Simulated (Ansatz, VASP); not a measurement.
# C (Diamond) in two plane-wave programs, part 2 of 2

Wanted: the spread between two codes on one cell, functional and k mesh. The cell is taken from a series of runs on this material, whose earlier steps may have relaxed, scaled, displaced or heated it; both programs get it as it stands.

VASP 6.6.1 and Ansatz 0.2.0.

So far: The structure; VASP: zone-centre phonons, LDA.

## 3. Ansatz: zone-centre phonons, LDA

Level of this step: Ansatz beside VASP: Kohn-Sham DFT, plane waves, LDA (Ansatz).

Ansatz runs on its default PAW (the set named soft_2) files.

The same cell, functional (in two slightly different forms) and mesh now go to Ansatz, which takes its cutoff from its data sets.

input.yaml reads:

```yaml
crystal:
  lattice:
    - [0.0, 1.794822618, 1.794822618]
    - [1.794822618, 0.0, 1.794822618]
    - [1.794822618, 1.794822618, 0.0]
  atoms:
    - { symbol: C, position: [0.0, 0.0, 0.0] }
    - { symbol: C, position: [0.25, 0.25, 0.25] }
kpoints:
  mp_grid: { grid: [12, 12, 12] }
hamiltonian:
  xc: lda
scf:
  occupations: { method: fixed }
  lower_state_search: "off"
output:
  eigenvalues: true
phonons:
  method: dfpt
  dielectric: true
  rigid_motions: translations
  qmesh: [6, 6, 6]
  temperatures: { t_max: 1000, t_step: 50 }
  qpath:
    path:
      - [[0.0, 0.0, 0.0], [0.5, 0.0, 0.5], [0.625, 0.25, 0.625]]
      - [[0.375, 0.375, 0.75], [0.0, 0.0, 0.0], [0.5, 0.5, 0.5], [0.5, 0.25, 0.75], [0.5, 0.0, 0.5]]
    npoints: 10
```

On the command line:

```sh
$ ansatz run input.yaml --threads 8 --pin off --max-ram 16384MiB --backend cpu --events-out ev --progress --plain --runs-dir out
```

Numbers of over 12 decimals in the logs are rounded to 6 here.

The log of the run:

```text
Engine: ansatz 0.2.0, aarch64-unknown-linux-gnu
Pseudopotentials: kind: paw
Pseudopotential: C, paw, valence charge 4, recommended cutoff 420 eV (normal), C.paw.azcp
Functional definition: SPW92
  exchange = slater_x
  correlation = pw_c
Crystal: 2 atoms, lattice volume = 11.564 Å³
Basis set: ecut = 420 eV, 229 PW (Γ), exchange–correlation on 40×40×40 points (8 copies of the dense FFT grid, shifted against one another)
Bands: 8, of which v1, the nominal top of the filled ones, is band 4 counted from 1 (3 counted from 0)
Symmetry: 48 space group operations
k-points: 280 of 1728 (irreducible under 4 space group operations, time reversal used)
Non-local potential: C, projectors of the file, l = 0: 2, l = 1: 2, l = 2: 1
PAW form: soft (Blöchl's): semilocal exchange-correlation on the pseudo side does not see the compensation charge
PAW frozen core: C, regenerated for the run's functional, and the local potential with it (the file was generated under x = pbe(κ = 0.804, μ = 0.219515), c = pbe(β = 0.066725))
PAW one-centre angular grid: C, 110 points (default); XC on 64 Gauss nodes
Initial density: superposition of atomic densities (neutral atoms: chi_scale 0, normalization atom), corrected by the library's trained network
Initial wavefunctions: pseudopotential atomic-orbital guess
Functional: x = slater, c = lda
SCF iter   1: F=—  HF=-485.948672 eV  |F-HF|=—  |Δ(HF+E_count)|=         —  Δρ=6.92e-3  dr2=1.85e-3  ethr=1.77e-3  ⟨swp⟩=3.9  Hψ=13296  notcnv=0  defer=453
preconditioner: auto → none  [insulator: Δε(μ)=4.077 eV  Ē_g=19.200 eV  n_scr=0 (ndim 8)  ℏωp=30.9 eV  f_vac=0.000  ε∞_Penn≈3.6]
SCF iter   2: F=—  HF=-485.948140 eV  |F-HF|=—  |Δ(HF+E_count)|=   5.31e-4  Δρ=3.26e-3  dr2=4.12e-4  ethr=2.31e-5  ⟨swp⟩=1.4  Hψ=4622  notcnv=0  defer=482
SCF iter   3: F=—  HF=-485.948022 eV  |F-HF|=—  |Δ(HF+E_count)|=   1.18e-4  Δρ=8.36e-5  dr2=6.95e-7  ethr=5.15e-6  ⟨swp⟩=2.0  Hψ=2774  notcnv=0  defer=555
SCF iter   4: F=—  HF=-485.948023 eV  |F-HF|=—  |Δ(HF+E_count)|=   4.30e-7  Δρ=1.70e-5  dr2=7.58e-9  ethr=8.69e-9  ⟨swp⟩=2.0  Hψ=3301  notcnv=0  defer=2
SCF iter   5: F=—  HF=-485.948023 eV  |F-HF|=—  |Δ(HF+E_count)|=   2.14e-9  Δρ=3.38e-6  dr2=4.70e-10  ethr=9.48e-11  ⟨swp⟩=1.2  Hψ=2299  notcnv=0  defer=2
SCF iter   6: F=-485.948023 eV  HF=-485.948023 eV  |F-HF|=1.42e-12  |Δ(HF+E_count)|=  1.24e-10  Δρ=1.98e-7  dr2=2.49e-12  ethr=1.25e-12  ⟨swp⟩=6.8  Hψ=11508  notcnv=0
SCF 1 converged in 6 iterations: F = -485.948023 eV  dr2 = 2.49e-12
  greatest PAW one-centre occupation: 0.632 electrons in one spin orbital (limit 2), on the C atom at site 1 (counted from 0), in its partial waves of l = 0
NSCF: frozen V_eff on 1 k-points
DFPT response loops at Γ: preconditioner auto → none (the input reference at scf.mixing.eps_inf says where Resta's filter doesn't serve); β = 0.50; Broyden in place of MSR1
── the response to a field inside a basis, on 12×12×12 k-points: an SCF that follows is theirs, and a resumed run solves both again ──
Bands: 5, of which v1, the nominal top of the filled ones, is band 4 counted from 1 (3 counted from 0)
k-points: 182 of 1728 (irreducible under 12 space group operations)
Initial density: handed on by an earlier stage of this run
Initial wavefunctions: pseudopotential atomic-orbital guess (no wavefunctions were taken with the density)
Eigensolver: Dense (182 Hₖ)
SCF iter   1: F=—  HF=-485.954497 eV  |F-HF|=—  |Δ(HF+E_count)|=         —  Δρ=1.02e-3  dr2=1.70e-5  ethr=1.00e-1
preconditioner: auto → none  [insulator: Δε(μ)=4.281 eV  Ē_g=15.666 eV  n_scr=0 (ndim 8)  ℏωp=30.9 eV  f_vac=0.000  ε∞_Penn≈4.9]
SCF iter   2: F=—  HF=-485.954500 eV  |F-HF|=—  |Δ(HF+E_count)|=   3.10e-6  Δρ=5.00e-4  dr2=3.71e-6  ethr=2.12e-7
SCF iter   3: F=-485.954502 eV  HF=-485.954502 eV  |F-HF|=7.28e-9  |Δ(HF+E_count)|=   1.63e-6  Δρ=2.58e-5  dr2=9.89e-9  ethr=4.63e-8
SCF 1 converged in 3 iterations: F = -485.954502 eV  dr2 = 9.89e-9
  greatest PAW one-centre occupation: 0.633 electrons in one spin orbital (limit 2), on the C atom at site 1 (counted from 0), in its partial waves of l = 0
DFPT response loops at Γ: mixed as the last ones told, above
NSCF: frozen V_eff on 72 k-points
NSCF: frozen V_eff on 1872 k-points
DFPT response loops at q = (0, 0, 0.166667) (fractional): mixed as the last ones told, above
NSCF: frozen V_eff on 1872 k-points
DFPT response loops at q = (0, 0, 0.333333) (fractional): mixed as the last ones told, above
NSCF: frozen V_eff on 952 k-points
DFPT response loops at q = (0, 0, -0.5) (fractional): mixed as the last ones told, above
NSCF: frozen V_eff on 1020 k-points
DFPT response loops at q = (0, 0.166667, 0.166667) (fractional): mixed as the last ones told, above
NSCF: frozen V_eff on 3456 k-points
DFPT response loops at q = (0, 0.166667, 0.333333) (fractional): mixed as the last ones told, above
NSCF: frozen V_eff on 3456 k-points
DFPT response loops at q = (0, 0.166667, -0.5) (fractional): mixed as the last ones told, above
NSCF: frozen V_eff on 3456 k-points
DFPT response loops at q = (0, 0.166667, -0.333333) (fractional): mixed as the last ones told, above
NSCF: frozen V_eff on 1872 k-points
DFPT response loops at q = (0, 0.166667, -0.166667) (fractional): mixed as the last ones told, above
NSCF: frozen V_eff on 1020 k-points
[...]
ASR residual per site (eV/Å²): 4.71e-5 4.71e-5
  Γ frequencies (cm⁻¹): 0.00 0.00 0.00 1259.21 1259.21 1259.21
  ε∞ (high-frequency dielectric tensor):
        5.838137    -0.000000     0.000000
       -0.000000     5.838137    -0.000000
        0.000000    -0.000000     5.838137
  ε⁰ (static dielectric tensor: ions relaxed, cell fixed):
        5.838137    -0.000000     0.000000
       -0.000000     5.838137    -0.000000
        0.000000    -0.000000     5.838137
  ε⁰ − ε∞ (ionic part):
        0.000000     0.000000     0.000000
        0.000000     0.000000     0.000000
        0.000000     0.000000     0.000000
  softest optical mode at Γ: 1259.21 cm⁻¹; the repairs (sum rule, projections) moved no ω² at Γ by more than (1.03 cm⁻¹)²
  Born effective charges Z* (e; rows j = field, columns β = displacement):
    site 0:
         0.00000   -0.00000   -0.00000
         0.00000    0.00000   -0.00000
        -0.00000    0.00000    0.00000
    site 1:
         0.00000    0.00000    0.00000
         0.00000    0.00000    0.00000
         0.00000    0.00000    0.00000
  Z* charge neutrality: 5.820e-4 e pre-enforcement
  solved inside a basis spanned on kpoints, on 12×12×12 k-points, its susceptibility summed on 16×16×16: ε∞ is read to err by 1.6e-2, Z* by 4.4e-3 e (field_mesh: kpoints solves on kpoints)
  optical modes at Γ without the LO–TO term, one row a degenerate level:
      ω (cm⁻¹)  modes    IR ((D/Å)²/amu)
       1259.21      3             0.0000
  optical modes at Γ + LO–TO along q̂ = [1.0000, 0.0000, 0.0000]:
      ω (cm⁻¹)  modes    IR ((D/Å)²/amu)
       1259.21      3             0.0000
  optical modes at Γ + LO–TO along q̂ = [0.0000, 1.0000, 0.0000]:
      ω (cm⁻¹)  modes    IR ((D/Å)²/amu)
       1259.21      3             0.0000
  optical modes at Γ + LO–TO along q̂ = [0.0000, 0.0000, 1.0000]:
      ω (cm⁻¹)  modes    IR ((D/Å)²/amu)
       1259.21      3             0.0000
--- Phonons (arbitrary-q DFPT): 16 irreducible q on the 6×6×6 mesh ---
  q = [0.0000, 0.0000, 0.0000] (star 1, of the zone-centre solve; hermiticity 4.81e-16, symmetrization 8.12e-16): -0.00 0.00 0.00 1259.21 1259.21 1259.21
  q = [0.0000, 0.0000, 0.1667] (star 8, 1 solved perturbation on 936 of 1728 k-point pairs; hermiticity 2.46e-9, symmetrization 3.07e-15): 292.97 292.97 461.85 1229.81 1229.81 1271.37
  q = [0.0000, 0.0000, 0.3333] (star 8, 1 solved perturbation on 936 of 1728 k-point pairs; hermiticity 9.35e-9, symmetrization 2.61e-15): 482.58 482.58 830.75 1180.48 1180.48 1265.69
  q = [0.0000, 0.0000, -0.5000] (star 4, 1 solved perturbation on 476 of 1728 k-point pairs; hermiticity 4.00e-15, symmetrization 2.00e-15): 544.85 544.85 1000.00 1159.65 1159.65 1230.05
  q = [0.0000, 0.1667, 0.1667] (star 6, 2 solved perturbations in 804 linear systems a pass and spin channel, the states on 510 of 1728 k-point pairs; hermiticity 9.31e-9, symmetrization 7.98e-13): 364.59 364.59 507.27 1212.30 1212.30 1275.45
  q = [0.0000, 0.1667, 0.3333] (star 24, 2 solved perturbations in 2664 linear systems a pass and spin channel, the states on 1728 of 1728 k-point pairs; hermiticity 8.51e-9, symmetrization 6.16e-16): 523.82 576.81 760.03 1161.39 1167.34 1261.61
  q = [0.0000, 0.1667, -0.5000] (star 24, 2 solved perturbations in 2664 linear systems a pass and spin channel, the states on 1728 of 1728 k-point pairs; hermiticity 2.36e-9, symmetrization 3.09e-15): 613.37 693.00 962.97 1121.93 1148.90 1199.03
  q = [0.0000, 0.1667, -0.3333] (star 24, 2 solved perturbations in 2664 linear systems a pass and spin channel, the states on 1728 of 1728 k-point pairs; hermiticity 6.24e-9, symmetrization 1.00e-15): 595.89 669.40 901.81 1125.66 1177.14 1204.53
  q = [0.0000, 0.1667, -0.1667] (star 12, 2 solved perturbations in 1446 linear systems a pass and spin channel, the states on 936 of 1728 k-point pairs; hermiticity 6.03e-9, symmetrization 2.31e-15): 456.05 520.09 653.51 1181.63 1208.30 1253.54
  q = [0.0000, 0.3333, 0.3333] (star 6, 2 solved perturbations in 804 linear systems a pass and spin channel, the states on 510 of 1728 k-point pairs; hermiticity 1.45e-8, symmetrization 3.34e-13): 644.02 644.02 913.85 1102.62 1102.62 1270.26
  q = [0.0000, 0.3333, -0.5000] (star 24, 2 solved perturbations in 2664 linear systems a pass and spin channel, the states on 1728 of 1728 k-point pairs; hermiticity 3.86e-9, symmetrization 3.88e-16): 726.19 824.50 975.85 1053.32 1090.72 1205.93
  q = [0.0000, 0.3333, -0.3333] (star 12, 2 solved perturbations in 1446 linear systems a pass and spin channel, the states on 936 of 1728 k-point pairs; hermiticity 5.06e-9, symmetrization 7.06e-16): 712.67 932.69 938.84 1048.76 1058.69 1192.19
  q = [0.0000, -0.5000, -0.5000] (star 3, 2 solved perturbations in 443 linear systems a pass and spin channel, the states on 280 of 1728 k-point pairs; hermiticity 2.56e-15, symmetrization 2.01e-15): 779.07 779.07 1017.37 1017.37 1165.65 1165.65
  q = [0.1667, 0.3333, -0.5000] (star 24, 3 solved perturbations on 936 of 1728 k-point pairs; hermiticity 2.49e-9, symmetrization 7.44e-16): 686.62 750.13 873.87 1088.22 1152.96 1204.25
  q = [0.1667, 0.3333, -0.3333] (star 24, 2 solved perturbations in 2604 linear systems a pass and spin channel, the states on 1728 of 1728 k-point pairs; hermiticity 3.50e-9, symmetrization 5.31e-13): 751.76 852.64 974.54 1031.00 1120.27 1156.33
  q = [0.1667, -0.5000, -0.3333] (star 12, 3 solved perturbations on 510 of 1728 k-point pairs; hermiticity 3.70e-9, symmetrization 5.54e-13): 854.95 854.95 992.25 992.25 1125.49 1125.49
  sum rule: each row above includes the acoustic sum rule's correction from the zone centre's row sums; it moved no ω² by more than (1.03 cm⁻¹)²
  mesh force constants: q→R imaginary residual 2.59e-19; ASR residual 4.708e-5 → 0.000e0 eV/Å²; symmetrization residual 1.421e-14 eV/Å²
  interpolated dispersion: 62 rows × 6 modes
  density of states and harmonic sums: on the 30×30×30 q-mesh, interpolated from the force constants of a 6×6×6 supercell (no non-analytic term)
  largest difference from the sums on the solved wave vectors: F 2.13e-3 eV, S 3.31e-6 and C_V 1.19e-6 eV/K
  zero-point energy: 0.350177 eV/cell   skipped modes (ω ≤ 0): 3   left out of the sums: 1.85e-5 of the cell's modes: C_V's classical limit lies that fraction below 3 k_B per atom; for a crystal, a wire or a layer, F and S can be off by more, and a phonons.interpolated_qmesh denser along its periods is the remedy for the sampling
[key lines of the parts left out:]
SCF converged after 6 iterations
Free energy (F): -485.948023 eV
Fermi energy:    12.720883 eV
```

## 4. Side by side

Known differences besides the potentials themselves: fixed occupations in Ansatz, narrow Gaussian smearing in VASP; VASP's run holds the zone centre alone; VASP's response is taken on the typed mesh, Ansatz refines its own for the field response alone; the cutoff is 420 eV in Ansatz and 600 eV in VASP; VASP's log shows a relativistic correction to its local exchange, Ansatz's none. Total energies have different zeros and are not compared.

Compared:

```
                                    quantity  Ansatz    VASP  difference
                                       ε∞ xx    5.84    5.83     +0.10 %
                                       ε∞ yy    5.84    5.83     +0.10 %
                                       ε∞ zz    5.84    5.83     +0.10 %
Born charge of C1 (mean of the diagonal) (e)    0.00    0.00        0.00
                  optical mode 1 to 3 (cm⁻¹)  1259.2  1262.5     -0.26 %
```

Modes are paired by rising frequency, not by their patterns, so a pair may set unlike modes beside each other; they are those without the splitting of longitudinal modes.

## 5. Summary of results

| Property | Result |
| --- | --- |
| r.m.s. difference of the optical zone-centre modes, each program's sorted by frequency (zone-centre phonons, LDA) | 3.3 cm⁻¹ |

**Reading.** The r.m.s. difference of the optical zone-centre modes, each program's sorted by frequency is 3.3 cm⁻¹ (zone-centre phonons, LDA). Such differences can come from data sets, numerical settings and the points named under the comparisons, not from the functional's error against experiment.

[Lines on the potential files, build, host, timing and source positions are cut from VASP's logs without a mark.]

[Logs are printed without paths, hosts, clocks, repeated set-up lines and the standing remarks that a program may print on its own settings, such as how far it seeks lower states.]

[Hosts, paths, dates, database ids (printed as entryN), source tags and the programs' standing remarks are cut or masked in the printed files.]
